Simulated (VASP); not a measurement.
# Ge4I (C2/m) in VASP: a series of runs

The runs below take Ge4I through single point, band structure, with PBE.

Program: VASP 6.6.1. These are calculated values, not measurements. Logs are shortened: lines on timing, memory, paths and dates and some standing lists are left out, and cuts for length are marked.

## 1. The structure

Symmetry: C2/m, No. 12, monoclinic system. Conventional cell: a = 5.492 Å, b = 3.563 Å, c = 13.040 Å, α = 90.00°, β = 94.99°, γ = 90.00°. Ge (site symmetry m) has 3 Ge at 2.71 Å as nearest neighbours. Ge (site symmetry m) is surrounded by 6 Ge at 2.71 to 2.83 Å. Around I (site symmetry 2/m) lie 6 I at 3.27 to 3.56 Å.

The cell was built by a generator and needn't be a form met in nature.

## 2. Single point, PBE, 25.41 Å³/atom (strain = -0.04)

INCAR reads:

```
ALGO = Fast ; EDIFF = 1E-6
ENCUT = 520 ; GGA = PE
ISIF = 2 ; ISMEAR = -1
LASPH = T ; LCHARG = F
LREAL = F ; LWAVE = F
NELM = 80 ; PREC = Accurate
SIGMA = 0.05
```

KPOINTS reads:

```
k-points
0
Gamma
  7 7 2
```

POSCAR reads:

```
Ge4I
1.0
    2.7814862000     -1.8362272000      0.0000000000
    2.7102338000      1.7263928000      0.0000000000
   -1.1353000000      0.0227060000     12.9906800000
Ge I
4 1
Direct
    0.5181900000      0.5181900000      0.7225300000
    0.8447900000      0.8447900000      0.5780500000
    0.1552100000      0.1552100000      0.4219500000
    0.4818100000      0.4818100000      0.2774700000
    0.0000000000      0.0000000000      0.0000000000
```

Potentials or basis: VASP PAW PBE potentials, release 64 (Ge_d, I).

On the command line:

```console
$ cat potpaw_PBE.64/Ge_d/POTCAR potpaw_PBE.64/I/POTCAR > POTCAR
$ mpirun -np 1 vasp_std > vasp.out
```

OUTCAR:

```text
EDIFF = 1E-6
   ENCUT = 520
   GGA = PE
   ISIF = 2
   ISMEAR = -1
   LASPH = T
   LREAL = F
   NELM = 80
   PREC = Accurate

 ion  position               nearest neighbor table
   1  0.518  0.518  0.723-   2 2.68   2 2.71   2 2.73
   2  0.845  0.845  0.578-   1 2.68   1 2.71   1 2.73   3 2.77   3 2.81   3 2.86
   3  0.155  0.155  0.422-   4 2.68   4 2.71   4 2.73   2 2.77   2 2.81   2 2.86
   4  0.482  0.482  0.277-   3 2.68   3 2.71   3 2.73
   5  0.000  0.000  0.000-

  LATTYP: Found a triclinic cell.
 ALAT       =     3.3329260134
 B/A-ratio  =     1.0691303793
 C/A-ratio  =     3.9125423815
 COS(alpha) =     0.0034817618
 COS(beta)  =     0.0736162521
 COS(gamma) =     0.5675129476

  Lattice vectors:

 A1 = (   2.7814862000,  -1.8362272000,   0.0000000000)
 A2 = (   0.0712524000,  -3.5626200000,   0.0000000000)
 A3 = (   1.1353000000,  -0.0227060000, -12.9906800000)

Analysis of symmetry for initial positions (statically):
=====================================================================
 Subroutine PRICEL returns:
 Original cell was already a primitive cell.

 Routine SETGRP: Setting up the symmetry group for a
 triclinic supercell.

 Subroutine GETGRP returns: Found  2 space group operations
 (whereof  2 operations were pure point group operations)
 out of a pool of  2 trial point group operations.

The static configuration has the point symmetry S_2 .

Analysis of symmetry for dynamics (positions and initial velocities):
=====================================================================
 Subroutine PRICEL returns:
 Original cell was already a primitive cell.

 Routine SETGRP: Setting up the symmetry group for a
 triclinic supercell.

 Subroutine GETGRP returns: Found  2 space group operations
 (whereof  2 operations were pure point group operations)
 out of a pool of  2 trial point group operations.

The dynamic configuration has the point symmetry S_2 .

 Subroutine INISYM returns: Found  2 space group operations
 (whereof  2 operations are pure point group operations),
 and found     1 'primitive' translations

----------------------------------------------------------------------------------------

                                     Primitive cell
[... 95 lines left out ...]
   ENCUT  =  520.0 eV  38.22 Ry    6.18 a.u.   6.20  5.97 24.25*2*pi/ulx,y,z
   NELM   =     80;   NELMIN=  2; NELMDL= -5     # of ELM steps
   EDIFF  = 0.1E-05   stopping-criterion for ELM
   LREAL  =      F    real-space projection
   EDIFFG = 0.1E-04   stopping-criterion for IOM
   NSW    =      0    number of steps for IOM
   IBRION =     -1    ionic relax: 0-MD 1-quasi-New 2-CG
   NFREE  =      0    steps in history (QN), initial steepest desc. (CG)
   ISIF   =      2    stress and relaxation
   ISYM   =      2    0-nonsym 1-usesym 2-fastsym
   POTIM  = 0.5000    time-step for ionic-motion
   TEBEG  =    0.0;   TEEND  =   0.0 temperature during run
   PSTRESS=    0.0 pullay stress
   NELECT =      63.0000    total number of electrons
   NUPDOWN=      -1.0000    fix difference up-down
   EMIN   =  10.00;   EMAX   =-10.00  energy-range for DOS
   EFERMI =   0.00;   METHOD = LEGACY
   ISMEAR =    -1;   SIGMA  =   0.05  broadening in eV -4-tet -1-fermi 0-gaus
   EFERMI_NEDOS =   21; number of points for ismear=-14 and -15
   IALGO  =     68    algorithm
   IMIX   =      4    mixing-type and parameters
     AMIX     =   0.40;   BMIX     =  1.00
     AMIX_MAG =   1.60;   BMIX_MAG =  1.00
  volume/ion in A,a.u.               =      25.41       171.45
  Fermi-wavevector in a.u.,A,eV,Ry     =   1.295845  2.448792 22.847092  1.679214
  Thomas-Fermi vector in A             =   2.427339
   LORBIT       =      0    0 simple, 1 ext, 2 COOP (PROOUT), +10 PAW based schemes
   GGA     = PE    functional components
   LHFCALC =     F    Hartree Fock is set to
   AEXX    =    0.0000 exact exchange contribution
   IVDW    =     0    specifies the selected vdW correction
   LEPSILON=     F    determine dielectric tensor
   LRPA    =     F    only Hartree local field effects (RPA)
 non-spin polarized calculation
 RMM-DIIS sequential band-by-band and
  energy-cutoff  :      520.00
  volume of cell :      127.03
 maximum number of plane-waves:      3452
 NGX is ok and might be reduce to    28
   NGX = 13   NGY = 11   NGZ = 49

 number of electron      63.0000002 magnetization

 Free energy of the ion-electron system (eV)
  ---------------------------------------------------
  ext. energy  EPLUGINS =         0.00000000
  ---------------------------------------------------
  free energy    TOTEN  =       -17.64196668 eV

  energy without entropy =      -17.61555707  energy(sigma->0) =      -17.62876188

 E-fermi :   4.7991     XC(G=0):  -9.7919

 val. band max:        4.7830987988   @ k =   0.1429   0.2857   0.5000
 cond. band min:       4.8029707300   @ k =  -0.4286   0.1429  -0.0000
 fundamental gap:      0.0198719312
 Fermi energy:         4.7991224421

 k-point     1 :       0.0000    0.0000    0.0000
  band No.  band energies     occupation
      1     -19.9744      2.00000
      2     -19.9689      2.00000
      3     -19.9348      2.00000
      4     -19.9183      2.00000
      5     -19.9126      2.00000
      6     -19.9028      2.00000
[... 949 lines left out ...]
     36       7.1716      0.00000
     37       7.5224      0.00000

 [... further k-points ...]

------------------------ aborting loop because EDIFF is reached ----------------------------------------

  FORCE on cell =-STRESS in cart. coord.  units (eV):
  Direction    XX          YY          ZZ          XY          YZ          ZX
  --------------------------------------------------------------------------------------
  -------------------------------------------------------------------------------------
  Total       -0.2763614      0.1707659      0.0829023     -0.1492631      0.6920998     -0.1238404
  in kB       -3.4856358      2.1538020      1.0456129     -1.8825957      8.7291761     -1.5619486
  external PRESSURE =      -0.0954070 kB  Pullay stress =       0.0000000 kB

 VOLUME and BASIS-vectors are now :
 -----------------------------------------------------------------------------
  energy-cutoff  :      520.00
  volume of cell :      127.03
      direct lattice vectors                 reciprocal lattice vectors
     2.781486200 -1.836227200  0.000000000     0.176549087 -0.277161318  0.015913671
     2.710233800  1.726392800  0.000000000     0.187781272  0.284447925  0.015913671
    -1.135300000  0.022706000 12.990680000     0.000000000  0.000000000  0.076978264

 POSITION                                       TOTAL-FORCE (eV/Angst)
 -----------------------------------------------------------------------------------
      2.02547     -0.04051      9.38616        -0.008574      0.137055      0.068857
      3.98309     -0.07966      7.50926        -0.012894     -0.041930     -0.050299
      0.37333     -0.00747      5.48142         0.012894      0.041930      0.050299
      2.33095     -0.04662      3.60452         0.008574     -0.137055     -0.068857
      0.00000      0.00000      0.00000        -0.000000      0.000000      0.000000
 -----------------------------------------------------------------------------------
    total drift:                                0.000000      0.000000     -0.000000

  FREE ENERGIE OF THE ION-ELECTRON SYSTEM (eV)
  ---------------------------------------------------
  free  energy   TOTEN  =       -17.6419666819 eV

  energy  without entropy=      -17.6155570712  energy(sigma->0) =      -17.62876188
```

It took 4.5 min on 1 thread of Intel Xeon Platinum 8375C at 2.90GHz (Ice Lake), shared host; peak memory 0.36 GiB.

What came out:

| Item | Value |
| --- | --- |
| Free energy | -17.6420 eV |
| Pressure | 0.0 GPa |
| Largest force | 0.154 eV/Å |
| Band gap on the k mesh | none (metal or under the smearing width) |

Caveat: an odd number of electrons without spin polarisation forces a metal; a magnetic or distorted state may lie lower.

## 3. Single point, PBE, 25.41 Å³/atom (strain = -0.02)

INCAR is that of step 2.

KPOINTS is that of step 2.

Edit POSCAR of step 2 so:

```diff
@@ -2,5 +2,5 @@
 1.0
-    2.7814862000     -1.8362272000      0.0000000000
-    2.7102338000      1.7263928000      0.0000000000
-   -1.1353000000      0.0227060000     12.9906800000
+    2.7636731000     -1.8087686000      0.0000000000
+    2.7280469000      1.7538514000      0.0000000000
+   -1.1353000000      0.0113530000     12.9906800000
 Ge I
```

Potentials or basis: VASP PAW PBE potentials, release 64 (Ge_d, I).

On the command line:

```console
$ cat potpaw_PBE.64/Ge_d/POTCAR potpaw_PBE.64/I/POTCAR > POTCAR
$ mpirun -np 1 vasp_std > vasp.out
```

It took 4.7 min on 1 thread of Intel Xeon Platinum 8375C at 2.90GHz (Ice Lake), shared host; peak memory 0.36 GiB.

Results (log left out):

```yaml
Free_energy: -17.6391 eV
Pressure: -0.1 GPa
Largest_force: 0.073 eV/Å
Band_gap_on_the_k_mesh: none (metal or under the smearing width)
```

Caveat: an odd number of electrons without spin polarisation forces a metal; a magnetic or distorted state may lie lower.

## 4. Band structure, PBE

Edit POSCAR of step 3 so:

```diff
@@ -2,5 +2,5 @@
 1.0
-    2.7636731000     -1.8087686000      0.0000000000
-    2.7280469000      1.7538514000      0.0000000000
-   -1.1353000000      0.0113530000     12.9906800000
+    2.7458600000     -1.7813100000      0.0000000000
+    2.7458600000      1.7813100000      0.0000000000
+   -1.1353000000      0.0000000000     12.9906800000
 Ge I
```

INCAR.step1 reads:

```
PREC     = Accurate       # precision mode
ENCUT    = 520            # plane-wave cutoff, eV
EDIFF    = 1E-7           # SCF threshold, eV
ISMEAR   = -1             # smearing method
SIGMA    = 0.05           # smearing width, eV
LREAL    = False          # projectors in reciprocal space
LASPH    = True           # aspherical terms in the spheres
NELM     = 60             # most SCF steps
ALGO     = Fast           # electronic algorithm
ISIF     = 2              # what is computed and relaxed
LWAVE    = False          # write WAVECAR
LCHARG   = True           # write CHGCAR
GGA      = PE             # functional
NBANDS   = 40             # bands
```

KPOINTS.step1 reads:

```
Automatic mesh
0
Gamma
  7 7 2
```

INCAR.step2 reads:

```
PREC     = Accurate       # precision mode
ENCUT    = 520            # plane-wave cutoff, eV
EDIFF    = 1E-7           # SCF threshold, eV
ISMEAR   = 0              # smearing method
SIGMA    = 0.05           # smearing width, eV
LREAL    = False          # projectors in reciprocal space
LASPH    = True           # aspherical terms in the spheres
NELM     = 60             # most SCF steps
ALGO     = Fast           # electronic algorithm
ISIF     = 2              # what is computed and relaxed
LWAVE    = False          # write WAVECAR
LCHARG   = False          # write CHGCAR
GGA      = PE             # functional
NBANDS   = 40             # bands
ICHARG   = 11             # starting density
```

KPOINTS.step2 reads:

```
path GYFLI,I1ZF1,YX1,XGN,MG
15
line-mode
reciprocal
 0.0000000000  0.0000000000  0.0000000000  G
-0.5000000000 -0.5000000000  0.0000000000  Y

-0.5000000000 -0.5000000000  0.0000000000  Y
-0.5054174359 -0.5054174359  0.2955104830  F

-0.5054174359 -0.5054174359  0.2955104830  F
-0.5000000000 -0.5000000000  0.5000000000  L

-0.5000000000 -0.5000000000  0.5000000000  L
-0.6478721995 -0.3521278005  0.5000000000  I

-0.3521278005  0.3521278005  0.5000000000  I1
 0.0000000000  0.0000000000  0.5000000000  Z

 0.0000000000  0.0000000000  0.5000000000  Z
-0.4945825641 -0.4945825641  0.7044895170  F1

-0.5000000000 -0.5000000000  0.0000000000  Y
-0.6439851730 -0.3560148270  0.0000000000  X1

-0.3560148270  0.3560148270  0.0000000000  X
 0.0000000000  0.0000000000  0.0000000000  G

 0.0000000000  0.0000000000  0.0000000000  G
-0.5000000000  0.0000000000  0.0000000000  N

-0.5000000000  0.0000000000  0.5000000000  M
 0.0000000000  0.0000000000  0.0000000000  G
```

Potentials or basis: VASP PAW PBE potentials, release 64 (Ge_d, I).

On the command line:

```console
$ cat potpaw_PBE.64/Ge_d/POTCAR potpaw_PBE.64/I/POTCAR > POTCAR
$ cp INCAR.step1 INCAR
$ cp KPOINTS.step1 KPOINTS
$ mpirun -np 1 vasp_std > vasp.out
$ cp INCAR.step2 INCAR
$ cp KPOINTS.step2 KPOINTS
$ mpirun -np 1 vasp_std > vasp.out
```

OUTCAR:

```text
PREC = Accurate
   ENCUT = 520
   EDIFF = 1E-7
   ISMEAR = 0
   LREAL = False
   LASPH = True
   NELM = 60
   ISIF = 2
   GGA = PE
   ICHARG = 11

 ion  position               nearest neighbor table
   1  0.518  0.518  0.723-   2 2.71   2 2.71   2 2.71
   2  0.845  0.845  0.578-   1 2.71   1 2.71   1 2.71   3 2.77   3 2.83   3 2.83
   3  0.155  0.155  0.422-   4 2.71   4 2.71   4 2.71   2 2.77   2 2.83   2 2.83
   4  0.482  0.482  0.277-   3 2.71   3 2.71   3 2.71
   5  0.000  0.000  0.000-
[... 1233 lines left out ...]
  --------------------------------------------------------------------------------------
  -------------------------------------------------------------------------------------
  Total        9.8511087      4.7113899      9.9539293      0.0000000      0.0000000      2.3841882
  in kB      124.1983754     59.3990977    125.4946918      0.0000000      0.0000000     30.0587791
  external PRESSURE =     103.0307216 kB  Pullay stress =       0.0000000 kB

 VOLUME and BASIS-vectors are now :
 -----------------------------------------------------------------------------
  energy-cutoff  :      520.00
  volume of cell :      127.08
      direct lattice vectors                 reciprocal lattice vectors
     2.745860000 -1.781310000  0.000000000     0.182092314 -0.280692299  0.015913671
     2.745860000  1.781310000  0.000000000     0.182092314  0.280692299  0.015913671
    -1.135300000  0.000000000 12.990680000     0.000000000  0.000000000  0.076978264

 POSITION                                       TOTAL-FORCE (eV/Angst)
 -----------------------------------------------------------------------------------
      2.02547      0.00000      9.38616         0.429927     -0.000000      0.734612
      3.98309      0.00000      7.50926        -0.318171     -0.000000     -0.562213
      0.37333      0.00000      5.48142         0.318171     -0.000000      0.562213
      2.33095      0.00000      3.60452        -0.429927     -0.000000     -0.734612
      0.00000      0.00000      0.00000        -0.000000      0.000000      0.000000
 -----------------------------------------------------------------------------------
    total drift:                                0.000000      0.000000     -0.000000

  FREE ENERGIE OF THE ION-ELECTRON SYSTEM (eV)
  ---------------------------------------------------
  free  energy   TOTEN  =       -16.7096176726 eV

  energy  without entropy=      -16.7054848085  energy(sigma->0) =      -16.70755124
```

Wall time 11 min (1 thread of Intel Xeon Platinum 8488C (Sapphire Rapids), shared host); peak memory 0.64 GiB.

What came out:

```yaml
Band_gap_along_the_path: none (metal or under the smearing width)
```

Levels at the corners of the path, in eV from the Fermi level:
| point | band 29 | band 30 | band 31 | band 32 | band 33 | band 34 | band 35 | band 36 | band 37 | band 38 |
| --- | --- | --- | --- | --- | --- | --- | --- | --- | --- | --- |
| Γ | 1.77 | 2.16 | 2.45 | 3.08 | 3.70 | 4.28 | 4.50 | 4.80 | 5.61 | 6.23 |
| Y | -1.92 | -1.45 | -1.08 | -0.91 | -0.33 | 0.18 | 1.20 | 2.33 | 2.89 | 3.94 |
| Y | -1.92 | -1.45 | -1.08 | -0.91 | -0.33 | 0.18 | 1.20 | 2.33 | 2.89 | 3.94 |
| F | -1.76 | -1.44 | -1.19 | -1.09 | -0.28 | 0.19 | 1.40 | 2.23 | 2.87 | 3.97 |
| F | -1.76 | -1.44 | -1.19 | -1.09 | -0.28 | 0.19 | 1.40 | 2.23 | 2.87 | 3.97 |
| L | -1.55 | -1.45 | -1.44 | -1.09 | -0.25 | 0.19 | 1.52 | 2.16 | 2.86 | 3.97 |
| L | -1.55 | -1.45 | -1.44 | -1.09 | -0.25 | 0.19 | 1.52 | 2.16 | 2.86 | 3.97 |
| I | -3.58 | -2.59 | -1.86 | -1.77 | -1.05 | -0.52 | 1.42 | 1.71 | 2.77 | 4.49 |
| I1 | -3.58 | -2.59 | -1.86 | -1.77 | -1.05 | -0.52 | 1.42 | 1.71 | 2.77 | 4.49 |
| Z | 1.35 | 1.77 | 2.45 | 3.07 | 3.70 | 4.28 | 4.81 | 5.09 | 6.18 | 6.22 |
| Z | 1.35 | 1.77 | 2.45 | 3.07 | 3.70 | 4.28 | 4.81 | 5.09 | 6.18 | 6.22 |
| F1 | -1.76 | -1.44 | -1.19 | -1.09 | -0.28 | 0.19 | 1.40 | 2.23 | 2.87 | 3.97 |
| Y | -1.92 | -1.45 | -1.08 | -0.91 | -0.33 | 0.18 | 1.20 | 2.33 | 2.89 | 3.94 |
| X1 | -3.59 | -2.51 | -1.97 | -1.40 | -1.38 | -0.54 | 1.28 | 1.93 | 2.90 | 4.77 |
| X | -3.59 | -2.51 | -1.97 | -1.40 | -1.38 | -0.54 | 1.28 | 1.93 | 2.90 | 4.77 |
| Γ | 1.77 | 2.16 | 2.45 | 3.08 | 3.70 | 4.28 | 4.50 | 4.80 | 5.61 | 6.23 |
| Γ | 1.77 | 2.16 | 2.45 | 3.08 | 3.70 | 4.28 | 4.50 | 4.80 | 5.61 | 6.23 |
| N | -2.03 | -1.94 | -0.24 | 0.25 | 0.85 | 1.40 | 2.18 | 2.60 | 4.14 | 4.63 |
| M | -2.14 | -1.53 | -0.46 | 0.25 | 0.86 | 1.08 | 2.16 | 2.93 | 4.68 | 4.96 |
| Γ | 1.77 | 2.16 | 2.45 | 3.08 | 3.70 | 4.28 | 4.50 | 4.80 | 5.61 | 6.23 |

Caveat: the log is that of the step along the path at fixed density, whose energy, stress, charges and moments have no meaning; spin-orbit coupling is left out, which moves the levels of the heavy elements; this functional lacks dispersion, which binds the layers, so the pressure and a relaxed spacing across them are unreliable; an odd number of electrons without spin polarisation forces a metal; a magnetic or distorted state may lie lower.
